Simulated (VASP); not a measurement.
Computed with PBE GGA, VASP's PBE PAW potentials (set 64) (plane waves; VASP 6.6.1).

VASP ran on this input.

### KPOINTS
```
Automatic mesh
0
Monkhorst-Pack
5 5 5
0 0 0
```

INCAR:
```
EDIFF=1E-6   ! SCF stop (eV)
NELM=100   ! most electronic steps
ENCUT=400   ! plane-wave cut-off (eV)
ISIF=2   ! forces and stress, cell fixed
LCHARG=.FALSE.
LWAVE=.FALSE.
ISMEAR=1
GGA=PE   ! PBE
LASPH=.TRUE.   ! aspherical one-centre terms
LREAL=.FALSE.
SYSTEM=CuZn
LMAXMIX=4
SIGMA=0.1
PREC=Accurate
ALGO=Normal   ! blocked Davidson
```

**POSCAR**
```
CuZn
1
    2.9500000000     0.0000000000     0.0000000000
    0.0000000000     2.9500000000     0.0000000000
    0.0000000000     0.0000000000     2.9500000000
Zn Cu
1 1
Direct
  0.5000000000   0.5000000000   0.5000000000
  0.0000000000   0.0000000000   0.0000000000
```

POTCAR, in this order: Zn Cu (PBE.64 set). Program: vasp_std.

Gaps are read on the run's mesh, which can miss a band edge.

### Question
What does the run give for the energy per atom (σ→0), pressure, band gap (on the k-mesh)?

### Answer

- energy per atom (σ→0): -2.509 eV/atom
- band gap (on the k-mesh): none (metal, semimetal or under 0.01 eV)
- pressure: 2.31 GPa

### OSZICAR
```
...
DAV:   7    -0.502547196458E+01    0.89182E+00   -0.36813E+00   329   0.986E+01    0.224E+00
DAV:   8    -0.502735163404E+01   -0.18797E-02   -0.17378E-01   412   0.599E+00    0.127E+00
DAV:   9    -0.501817493742E+01    0.91767E-02   -0.17899E-02   378   0.345E+00    0.452E-02
DAV:  10    -0.501819225549E+01   -0.17318E-04   -0.43989E-04   322   0.220E-01    0.272E-02
DAV:  11    -0.501819580185E+01   -0.35464E-05   -0.53758E-06   404   0.260E-02    0.101E-02
DAV:  12    -0.501819479922E+01    0.10026E-05   -0.44178E-07   213   0.250E-02    0.120E-03
DAV:  13    -0.501819474678E+01    0.52441E-07   -0.25556E-07   220   0.146E-02
   1 F= -.50181947E+01 E0= -.50179083E+01  d E =-.859469E-03
```

The compound is CuZn in the CsCl type structure. The cell was not relaxed at this level. The k-mesh is coarse (spacing up to 0.43 per Å, 2π included), so the numbers may not be converged in it. The run is one of a series of settings (KPOINTS 5×5×5 Monkhorst-Pack mesh against the base run), some of them coarse on purpose. The electron count is odd and the run is not spin-polarised, which forces a metal.
